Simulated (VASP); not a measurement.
Given:

```
CELL_PARAMETERS angstrom
      4.67569     0.00000     0.00000
      0.00000     4.67569     0.00000
      0.00000     0.00000     2.98210
ATOMIC_POSITIONS crystal
  Ti 0.00000 0.00000 0.00000
  Ti 0.50000 0.50000 0.50000
  O  0.30540 0.30540 0.00000
  O  0.80540 0.19460 0.50000
  O  0.19460 0.80540 0.50000
  O  0.69460 0.69460 0.00000
```

All values below come from revPBE GGA, VASP's PBE PAW potentials (set 64) (plane waves; VASP). Settings: 520 eV cut-off, Gaussian smearing of 0.050 eV, potentials Ti_sv O.

### Question
Give the energies of bands 14 to 27 at the high-symmetry points, in eV from the valence-band maximum.

### Answer

```tsv
band	Γ	X	M	Z	R	A
14	-5.09	-4.72	-5.29	-4.26	-4.77	-4.42
15	-4.55	-3.59	-3.70	-3.49	-3.80	-4.37
16	-3.64	-3.59	-3.70	-3.49	-3.80	-4.37
17	-3.64	-3.02	-2.69	-3.48	-3.14	-3.37
18	-2.45	-3.02	-2.69	-3.48	-3.14	-3.37
19	-2.45	-2.91	-2.04	-2.70	-2.28	-2.67
20	-1.85	-2.91	-2.04	-2.70	-2.28	-2.67
21	-0.66	-1.52	-1.23	-2.12	-1.93	-1.16
22	-0.42	-1.52	-1.23	-2.12	-1.93	-1.16
23	-0.42	-0.69	-1.01	-1.38	-0.95	-0.66
24	0.00	-0.69	-1.01	-1.38	-0.95	-0.66
25	1.82	2.45	1.85	2.82	1.88	2.50
26	2.11	2.45	1.85	2.82	1.88	2.50
27	2.37	2.88	2.44	3.08	3.10	3.11
```

The gap is direct, 1.82 eV, from the valence maximum at Γ to the conduction minimum at Γ.

The compound is TiO2 in the rutile structure. It was relaxed first.
